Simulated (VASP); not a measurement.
Output of a VASP run:

**OUTCAR**
```
 ion  position               nearest neighbor table
   1  0.000  0.000  0.000-
  LATTYP: Found a body centered cubic cell.
 ALAT       =     3.7232697706
 Subroutine PRICEL returns:
 Original cell was already a primitive cell.
 Subroutine GETGRP returns: Found 48 space group operations
The static configuration has the point symmetry O_h .
The dynamic configuration has the point symmetry O_h .
 Subroutine INISYM returns: Found 48 space group operations
 Subroutine IBZKPT returns following result:
 Found    120 irreducible k-points:

 Following reciprocal coordinates:
            Coordinates               Weight
  0.000000  0.000000  0.000000      1.000000
  0.066667  0.000000  0.000000     12.000000
  0.133333  0.000000  0.000000     12.000000
  0.200000  0.000000  0.000000     12.000000
  0.266667  0.000000  0.000000     12.000000
  0.333333  0.000000  0.000000     12.000000
  0.400000  0.000000  0.000000     12.000000
  0.466667  0.000000  0.000000     12.000000
  0.066667  0.066667  0.000000     24.000000
  0.133333  0.066667  0.000000     48.000000
  0.200000  0.066667  0.000000     48.000000
  0.266667  0.066667  0.000000     48.000000
  0.333333  0.066667  0.000000     48.000000
  0.400000  0.066667  0.000000     48.000000
  0.466667  0.066667  0.000000     24.000000
  0.133333  0.133333  0.000000     24.000000
  0.200000  0.133333  0.000000     48.000000
  0.266667  0.133333 -0.000000     48.000000
  0.333333  0.133333  0.000000     48.000000
  0.400000  0.133333  0.000000     48.000000
  0.200000  0.200000  0.000000     24.000000
  0.266667  0.200000  0.000000     48.000000
  0.333333  0.200000  0.000000     48.000000
  0.400000  0.200000 -0.000000     24.000000
  0.266667  0.266667  0.000000     24.000000
  0.333333  0.266667  0.000000     48.000000
  0.333333  0.333333  0.000000      8.000000
  0.066667  0.066667  0.066667      8.000000
  0.133333  0.066667  0.066667     24.000000
  0.200000  0.066667  0.066667     24.000000
  0.266667  0.066667  0.066667     24.000000
  0.333333  0.066667  0.066667     24.000000
  0.400000  0.066667  0.066667     24.000000
 -0.066667  0.066667  0.066667      6.000000
  0.133333  0.133333  0.066667     24.000000
  0.200000  0.133333  0.066667     48.000000
  0.266667  0.133333  0.066667     48.000000
  0.333333  0.133333  0.066667     48.000000
  0.400000  0.133333  0.066667     24.000000
 -0.133333  0.133333  0.066667     24.000000
   k-points           NKPTS =    120   k-points in BZ     NKDIM =    120   number of bands    NBANDS=     10
   number of dos      NEDOS =    601   number of ions     NIONS =      1
   total plane-waves  NPLWV =  13824
   dimension x,y,z NGX =    24 NGY =   24 NGZ =   24
   dimension x,y,z NGXF=    48 NGYF=   48 NGZF=   48
   ions per type =               1
   PREC   = accura    normal or accurate (medium, high low for compatibility)
   ISTART =      0    job   : 0-new  1-cont  2-samecut
   ICHARG =      2    charge: 1-file 2-atom 10-const
   ISPIN  =      1    spin polarized calculation?
   LNONCOLLINEAR =      F non collinear calculations
   LSORBIT =      F    spin-orbit coupling
   INIWAV =      1    electr: 0-lowe 1-rand  2-diag
   ENCUT  =  400.0 eV  29.40 Ry    5.42 a.u.   5.26  5.26  5.26*2*pi/ulx,y,z
   NELM   =    100;   NELMIN=  2; NELMDL= -5     # of ELM steps
   EDIFF  = 0.1E-06   stopping-criterion for ELM
   LREAL  =      F    real-space projection
   NLSPLINE    = F    spline interpolate recip. space projectors
   LMAXMIX     =    4 max onsite mixed and CHGCAR
   VOSKOWN=      0    Vosko Wilk Nusair interpolation
   EDIFFG = 0.1E-05   stopping-criterion for IOM
   NSW    =      0    number of steps for IOM
   NBLOCK =      1;   KBLOCK =      1    inner block; outer block
   IBRION =     -1    ionic relax: 0-MD 1-quasi-New 2-CG
   NFREE  =      0    steps in history (QN), initial steepest desc. (CG)
...
```

### OSZICAR
```
       N       E                     dE             d eps       ncg     rms          rms(c)
DAV:   1     0.637769224418E+02    0.63777E+02   -0.56668E+03  2410   0.138E+03
DAV:   2    -0.597656312459E+00   -0.64375E+02   -0.63578E+02  2422   0.264E+02
DAV:   3    -0.295899297010E+01   -0.23613E+01   -0.23567E+01  2760   0.612E+01
DAV:   4    -0.301219604818E+01   -0.53203E-01   -0.53178E-01  3122   0.894E+00
DAV:   5    -0.301432315010E+01   -0.21271E-02   -0.21284E-02  3018   0.145E+00    0.232E+00
DAV:   6    -0.297794650812E+01    0.36377E-01   -0.69149E-02  2822   0.595E+00    0.110E+00
DAV:   7    -0.297093396847E+01    0.70125E-02   -0.18161E-02  2900   0.279E+00    0.281E-01
DAV:   8    -0.297026109531E+01    0.67287E-03   -0.71718E-04  2816   0.545E-01    0.244E-02
DAV:   9    -0.297026308959E+01   -0.19943E-05   -0.98716E-06  3504   0.404E-02    0.144E-02
DAV:  10    -0.297026454397E+01   -0.14544E-05   -0.75822E-07  2940   0.117E-02    0.372E-04
DAV:  11    -0.297026463220E+01   -0.88230E-07   -0.13167E-08  1724   0.199E-03
   1 F= -.29702646E+01 E0= -.29702646E+01  d E =0.000000E+00
```

### OUTCAR
```
------------------------ aborting loop because EDIFF is reached ----------------------------------------
  FORCE on cell =-STRESS in cart. coord.  units (eV):
  Direction    XX          YY          ZZ          XY          YZ          ZX
  --------------------------------------------------------------------------------------
  Total        0.0203533      0.0203533      0.0203533     -0.0000000      0.0000000      0.0000000
  in kB        1.2635792      1.2635792      1.2635792     -0.0000000      0.0000000      0.0000000
  external PRESSURE =       1.2635792 kB  Pullay stress =       0.0000000 kB
  volume of cell :       25.81
      direct lattice vectors                 reciprocal lattice vectors
    -1.861634885  1.861634885  1.861634885     0.000000000  0.268581129  0.268581129
     1.861634885 -1.861634885  1.861634885     0.268581129  0.000000000  0.268581129
     1.861634885  1.861634885 -1.861634885     0.268581129  0.268581129  0.000000000
 POSITION                                       TOTAL-FORCE (eV/Angst)
 -----------------------------------------------------------------------------------
      0.00000      0.00000      0.00000        -0.000000      0.000000      0.000000
 -----------------------------------------------------------------------------------
    total drift:                                0.000000      0.000000      0.000000
  FREE ENERGIE OF THE ION-ELECTRON SYSTEM (eV)
  ---------------------------------------------------
  free  energy   TOTEN  =        -2.9702646322 eV

  energy  without entropy=       -2.9702646322  energy(sigma->0) =       -2.97026463

 total charge

# of ion       s       p       d       tot
------------------------------------------
    1        1.006   0.495   9.850  11.351
```
(Selected blocks of OUTCAR.)

### POSCAR
```
In
1
   -1.8616348853     1.8616348853     1.8616348853
    1.8616348853    -1.8616348853     1.8616348853
    1.8616348853     1.8616348853    -1.8616348853
In
1
Direct
  1.0000000000   1.0000000000   1.0000000000
```

Q: Reconstruct the remaining input files.

A: One answer among several that fit: the input of the run itself, PBEsol GGA, plane waves, VASP's PBE PAW potentials (set 64).

**KPOINTS**
```
Automatic mesh
0
Gamma
15 15 15
0 0 0
```

### INCAR
```
! general
SYSTEM  = In
PREC    = Accurate
ENCUT   = 400   ! plane-wave cut-off (eV)
LREAL   = .False.
LASPH   = .True.   ! aspherical one-centre terms

! electronic loop
EDIFF   = 1E-7
NELM    = 100   ! most electronic steps
ALGO    = Normal
LMAXMIX = 4   ! l cut-off of mixed one-centre charges

! smearing
ISMEAR  = -5

! functional
GGA     = PS   ! PBEsol

! ions
ISIF    = 2

! output
LWAVE   = .False.
LCHARG  = .True.
LORBIT  = 11   ! lm-projected
NEDOS   = 601   ! DOS grid
```

POTCAR, in this order: In_d (PBE.64 set). Program: vasp_std.

For a metal the tetrahedron method with Blöchl corrections gives inexact stress and forces.

The structure was generated: In was put into the bcc type (Im-3m), which need not be its known phase. It was relaxed first.
